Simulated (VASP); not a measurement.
Crystal: Al2InN3.

```xyz
6
Lattice="4.6451 0.0000 0.0000 0.0000 4.6451 0.0000 0.0000 0.0000 4.7324" Properties=species:S:1:pos:R:3 pbc="T T T"
Al    0.0000    2.3225    4.6659
Al    2.3225    0.0000    0.0664
In    2.3225    2.3225    2.3662
N     0.0000    0.0000    0.9743
N     0.0000    0.0000    3.7580
N     2.3225    2.3225    0.0000
```

The cell was built by a generator and needn't be a form met in nature.

```yaml
Program: VASP 6.6.1
Task: relaxation of cell and atoms
Functional: PBE
Potentials_or_basis: VASP PAW PBE potentials, release 64 (Al, In_d, N)
Cutoff: 520 eV
k_mesh: 3 × 3 × 3
Occupations: gaussian, width 0.15 eV
Spin: no spin polarisation
```

At the start: pressure -21.7 GPa; volume 17.02 Å³/atom.

Problem. Where does the relaxation end?

Solution. Over 11 steps the energy falls by 1079.3 meV/atom and the volume is 13.37 Å³/atom (-21.4 %); space group P-4m2 (No. 115, to 0.05 Å).

The path:
```tsv
step	energy change (eV)	largest force (eV/Å)	pressure (GPa)	volume (Å³)
1	0.0000	2.0710	-21.66	102.11
2	-4.8163	0.6474	3.38	71.21
3	-4.8973	0.2887	10.96	68.34
4	-5.7858	0.0731	21.59	68.06
5	-5.8395	0.1175	18.54	68.20
6	-6.2747	1.4816	-5.81	81.94
7	-6.3435	1.1423	-0.78	77.83
8	-6.4413	0.6031	-0.30	78.95
9	-6.4736	0.0836	0.11	79.91
10	-6.4738	0.0827	0.13	80.01
11	-6.4756	0.0759	0.01	80.22
```

Final structure:
```cif
data_structure
_symmetry_space_group_name_H-M 'P 1'
_symmetry_Int_Tables_number 1
_cell_length_a 3.7764
_cell_length_b 3.7764
_cell_length_c 5.6254
_cell_angle_alpha 90.000
_cell_angle_beta 90.000
_cell_angle_gamma 90.000
_cell_volume 80.22
loop_
_atom_site_label
_atom_site_type_symbol
_atom_site_fract_x
_atom_site_fract_y
_atom_site_fract_z
_atom_site_occupancy
Al1 Al 0.00000 0.50000 0.99063 1
Al2 Al 0.50000 0.00000 0.00937 1
In1 In 0.50000 0.50000 0.50000 1
N1 N 0.00000 0.00000 0.15207 1
N2 N 0.00000 0.00000 0.84793 1
N3 N 0.50000 0.50000 0.00000 1
```

Caveat: the k mesh is coarse (spacing up to 0.45 Å⁻¹), so the values aren't converged; the volume moved by over 15 % at a fixed basis, so the end points are rough.
